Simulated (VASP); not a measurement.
An input for Ansatz (written as the equivalent of a VASP run, and not itself run):

Ansatz 0.2 input:
```yaml
crystal:
  lattice:
    - [0.0000000, 2.7985297, 2.7985297]
    - [2.7985297, 0.0000000, 2.7985297]
    - [2.7985297, 2.7985297, 0.0000000]
  atoms:
    - { symbol: Ag, position: [0.0000000, 0.0000000, 0.0000000] }
    - { symbol: Cl, position: [0.5000000, 0.5000000, 0.5000000] }
kpoints:
  mp_grid: { grid: [9, 9, 9] }
hamiltonian:
  xc: pbe
  pseudopotentials: { kind: paw }
scf:
  occupations: { method: tetrahedron }
  max_iter: 100
output: { forces: true, stress: true, eigenvalues: true }
```

Problem. Translate this input to VASP (INCAR, KPOINTS, POSCAR, choice of POTCAR).

Solution. One answer among several that fit: 
**POSCAR**
```
AgCl
5.5970590
  0.0000000000   0.5000000306   0.5000000306
  0.5000000306   0.0000000000   0.5000000306
  0.5000000306   0.5000000306   0.0000000000
Ag Cl
1 1
Direct
  0.0000000000   0.0000000000   0.0000000000
  0.5000000000   0.5000000000   0.5000000000
```

**KPOINTS**
```
Regular mesh
0
G
 9 9 9
0 0 0
```

**INCAR**
```
! general
SYSTEM  = AgCl
PREC    = Accurate
ENCUT   = 400   ! plane-wave cut-off (eV)
LREAL   = .FALSE.
LASPH   = .TRUE.   ! aspherical one-centre terms

! electronic loop
EDIFF   = 1E-7   ! SCF stop (eV)
NELM    = 100   ! most electronic steps
ALGO    = Normal   ! blocked Davidson
LMAXMIX = 4   ! l cut-off of mixed one-centre charges

! smearing
ISMEAR  = -5

! functional
GGA     = PE   ! PBE

! ions
ISIF    = 2   ! forces and stress, cell fixed

! output
LWAVE   = .FALSE.
LCHARG  = .TRUE.
LORBIT  = 11   ! lm-projected
NEDOS   = 601   ! DOS grid
```

POTCAR, in this order: Ag Cl (PBE.64 set). Program: vasp_std.

Limits of the translation: each code has its own PAW files, so the cut-off isn't converted (ENCUT is set for VASP's; basis.ecutwfc is left out, and Ansatz then takes the one that its files recommend); Ansatz stops its SCF on the density residual and VASP on the energy change (EDIFF).

The compound is AgCl in the rock salt structure. It was relaxed first.
